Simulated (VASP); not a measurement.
Output of a VASP run:

**OUTCAR**
```
 ion  position               nearest neighbor table
   1  0.000  0.000  0.000-   4 2.58   4 2.58   3 2.58   3 2.58   4 2.58   3 2.58
   2  0.500  0.500  0.500-   3 2.58   3 2.58   4 2.58   4 2.58   3 2.58   4 2.58
   3  0.250  0.250  0.250-   1 2.58   1 2.58   2 2.58   2 2.58   1 2.58   2 2.58
   4  0.750  0.750  0.750-   2 2.58   2 2.58   1 2.58   1 2.58   2 2.58   1 2.58
  LATTYP: Found a trigonal (rhomboedric) cell.
 ALAT       =     6.3235725096
 COS(alpha) =     0.8333334194
 Subroutine PRICEL returns following result:
  LATTYP: Found a face centered cubic cell.
 ALAT       =     5.1631740000
 Subroutine GETGRP returns: Found 12 space group operations
The static configuration has the point symmetry D_3d.
The dynamic configuration has the point symmetry D_3d.
The overall configuration has the point symmetry D_3d.
 Subroutine INISYM returns: Found 12 space group operations
 Subroutine IBZKPT returns following result:
 Found     13 irreducible k-points:

 Following reciprocal coordinates:
            Coordinates               Weight
  0.000000  0.000000  0.000000      1.000000
  0.250000  0.000000  0.000000      6.000000
  0.500000  0.000000  0.000000      3.000000
  0.250000  0.250000  0.000000      6.000000
  0.500000  0.250000 -0.000000     12.000000
 -0.250000  0.250000  0.000000      6.000000
  0.500000  0.500000  0.000000      3.000000
  0.250000  0.250000  0.250000      2.000000
  0.500000  0.250000  0.250000      6.000000
 -0.250000  0.250000  0.250000      6.000000
  0.500000  0.500000  0.250000      6.000000
 -0.250000  0.500000  0.250000      6.000000
  0.500000  0.500000  0.500000      1.000000
   k-points           NKPTS =     13   k-points in BZ     NKDIM =     13   number of bands    NBANDS=     23
   number of dos      NEDOS =    301   number of ions     NIONS =      4
   total plane-waves  NPLWV =  46656
   dimension x,y,z NGX =    36 NGY =   36 NGZ =   36
   dimension x,y,z NGXF=    72 NGYF=   72 NGZF=   72
   ions per type =               2   2
   PREC   = accura    normal or accurate (medium, high low for compatibility)
   ISTART =      0    job   : 0-new  1-cont  2-samecut
   ICHARG =      2    charge: 1-file 2-atom 10-const
   ISPIN  =      2    spin polarized calculation?
   LNONCOLLINEAR =      F non collinear calculations
   LSORBIT =      F    spin-orbit coupling
   INIWAV =      1    electr: 0-lowe 1-rand  2-diag
   ENCUT  =  300.0 eV  22.05 Ry    4.70 a.u.   8.93  8.93  8.93*2*pi/ulx,y,z
   NELM   =    100;   NELMIN=  2; NELMDL= -5     # of ELM steps
   EDIFF  = 0.1E-05   stopping-criterion for ELM
   LREAL  =      F    real-space projection
   NLSPLINE    = F    spline interpolate recip. space projectors
   LMAXMIX     =    4 max onsite mixed and CHGCAR
   VOSKOWN=      0    Vosko Wilk Nusair interpolation
   EDIFFG = 0.1E-04   stopping-criterion for IOM
   NSW    =      0    number of steps for IOM
   NBLOCK =      1;   KBLOCK =      1    inner block; outer block
   IBRION =     -1    ionic relax: 0-MD 1-quasi-New 2-CG
   NFREE  =      0    steps in history (QN), initial steepest desc. (CG)
   ISIF   =      2    stress and relaxation
   ISYM   =      2    0-nonsym 1-usesym 2-fastsym
   TEIN   =    0.0    initial temperature
   TEBEG  =    0.0;   TEEND  =   0.0 temperature during run
   SMASS  =  -3.00    Nose mass-parameter (am)
   PSTRESS=    0.0 pullay stress
   NELECT =      38.0000    total number of electrons
   EFERMI =   0.00;   METHOD = LEGACY
   ISMEAR =    -1;   SIGMA  =   0.02  broadening in eV -4-tet -1-fermi 0-gaus
   IALGO  =     38    algorithm
   LDIAG  =      T    sub-space diagonalisation (order eigenvalues)
   IMIX   =      4    mixing-type and parameters
     AMIX     =   0.40;   BMIX     =  1.00
     AMIX_MAG =   1.60;   BMIX_MAG =  1.00
     AMIN     =   0.10
   GGA     = PS    functional components
   VOSKOWN =     0    Vosko Wilk Nusair interpolation
   LHFCALC =     F    Hartree Fock is set to
   LHFONE  =     F    Hartree Fock one center treatment
   AEXX    =    0.0000 exact exchange contribution
   IVDW    =     0    specifies the selected vdW correction
...
```

### OSZICAR
```
       N       E                     dE             d eps       ncg     rms          rms(c)
DAV:   1     0.278248969452E+03    0.27825E+03   -0.16581E+04  1404   0.122E+03
DAV:   2    -0.558605527385E+01   -0.28384E+03   -0.27973E+03  1224   0.386E+02
DAV:   3    -0.315670378634E+02   -0.25981E+02   -0.25577E+02  1680   0.110E+02
DAV:   4    -0.321939885007E+02   -0.62695E+00   -0.62659E+00  1421   0.171E+01
DAV:   5    -0.322058668116E+02   -0.11878E-01   -0.11877E-01  1522   0.265E+00    0.164E+01
DAV:   6    -0.297135683357E+02    0.24923E+01   -0.22697E+01  1566   0.442E+01    0.136E+01
DAV:   7    -0.299741901962E+02   -0.26062E+00   -0.20143E+00  1359   0.138E+01    0.794E+00
DAV:   8    -0.299860436158E+02   -0.11853E-01   -0.34294E-01  1625   0.539E+00    0.360E+00
DAV:   9    -0.299716277609E+02    0.14416E-01   -0.62911E-02  1614   0.252E+00    0.475E-01
DAV:  10    -0.299764862023E+02   -0.48584E-02   -0.54448E-03  1406   0.677E-01    0.260E-01
DAV:  11    -0.299768217867E+02   -0.33558E-03   -0.48296E-04  1448   0.168E-01    0.143E-01
DAV:  12    -0.299768762472E+02   -0.54460E-04   -0.92701E-05  1420   0.563E-02    0.655E-02
DAV:  13    -0.299768827647E+02   -0.65175E-05   -0.14939E-05  1343   0.333E-02    0.133E-02
DAV:  14    -0.299768822087E+02    0.55596E-06   -0.83461E-06  1469   0.212E-02
   1 F= -.29976882E+02 E0= -.29976882E+02  d E =-.488519E-08  mag=    -0.0000
```

File OUTCAR:
```
------------------------ aborting loop because EDIFF is reached ----------------------------------------
  FORCE on cell =-STRESS in cart. coord.  units (eV):
  Direction    XX          YY          ZZ          XY          YZ          ZX
  --------------------------------------------------------------------------------------
  Total       -2.4176992     -2.4176992     -2.4176992     -0.1590179     -0.1590179     -0.1590179
  in kB      -56.2849701    -56.2849701    -56.2849701     -3.7019981     -3.7019981     -3.7019981
  external PRESSURE =     -56.2849701 kB  Pullay stress =       0.0000000 kB
  volume of cell :       68.82
      direct lattice vectors                 reciprocal lattice vectors
     5.163175000  2.581588000  2.581588000     0.290518962 -0.096839667 -0.096839667
     2.581588000  5.163175000  2.581588000    -0.096839667  0.290518962 -0.096839667
     2.581588000  2.581588000  5.163175000    -0.096839667 -0.096839667  0.290518962
 POSITION                                       TOTAL-FORCE (eV/Angst)
 -----------------------------------------------------------------------------------
      0.00000      0.00000      0.00000         0.000000      0.000000      0.000000
      5.16318      5.16318      5.16318         0.000000      0.000000      0.000000
      2.58159      2.58159      2.58159         0.000000     -0.000000     -0.000000
      7.74476      7.74476      7.74476        -0.000000     -0.000000     -0.000000
 -----------------------------------------------------------------------------------
    total drift:                                0.000000     -0.000000      0.000000
  FREE ENERGIE OF THE ION-ELECTRON SYSTEM (eV)
  ---------------------------------------------------
  free  energy   TOTEN  =       -29.9768822087 eV

  energy  without entropy=      -29.9768822038  energy(sigma->0) =      -29.97688221

 total charge

# of ion       s       p       d       tot
------------------------------------------
    1        0.216   6.170   4.952  11.339
    2        0.216   6.170   4.952  11.339
    3        1.318   2.395   0.000   3.713
    4        1.318   2.395   0.000   3.713
--------------------------------------------------
tot          3.070  17.130   9.904  30.104

 magnetization (x)

# of ion       s       p       d       tot
------------------------------------------
    1        0.018   0.015   4.125   4.158
    2       -0.018  -0.015  -4.125  -4.158
    3        0.000   0.000   0.000   0.000
    4        0.000   0.000   0.000   0.000
--------------------------------------------------
tot          0.000   0.000   0.000   0.000
```
(Selected blocks of OUTCAR.)

File POSCAR:
```
MnS
1
    5.1631750000     2.5815880000     2.5815880000
    2.5815880000     5.1631750000     2.5815880000
    2.5815880000     2.5815880000     5.1631750000
Mn S
2 2
Direct
  0.0000000000   0.0000000000   0.0000000000
  0.5000000000   0.5000000000   0.5000000000
  0.2500000000   0.2500000000   0.2500000000
  0.7500000000   0.7500000000   0.7500000000
```

Reconstruct the remaining input files.

One answer among several that fit: the input of the run itself, PBEsol GGA, plane waves, VASP's PBE PAW potentials (set 64).

### INCAR
```
# general
SYSTEM =MnS
PREC   =Accurate
ENCUT  =300
LREAL  =.FALSE.
LASPH  =.TRUE.   # aspherical one-centre terms

# electronic loop
EDIFF  =1E-6   # SCF stop (eV)
NELM   =100   # most electronic steps
ALGO   =Normal   # blocked Davidson
LMAXMIX=4

# smearing
ISMEAR =-1
SIGMA  =0.02   # width (eV)

# functional
GGA    =PS

# spin
ISPIN  =2
MAGMOM =5.0 -5.0 0.0 0.0

# ions
ISIF   =2

# output
LWAVE  =.FALSE.
LCHARG =.FALSE.
LORBIT =11   # lm-projected
```

File KPOINTS:
```
Automatic mesh
0
Gamma
4 4 4
0 0 0
```

POTCAR, in this order: Mn_pv S (PBE.64 set). Program: vasp_std.

At this cut-off the stress carries a Pulay error, which pulls relaxed volumes low.

The structure is a typed MnS crystal (Fm-3m). The cell was not relaxed at this level, and its volume differs by -5.9 % from the start's. The k-mesh is coarse (spacing up to 0.50 per Å, 2π included), so the numbers may not be converged in it.
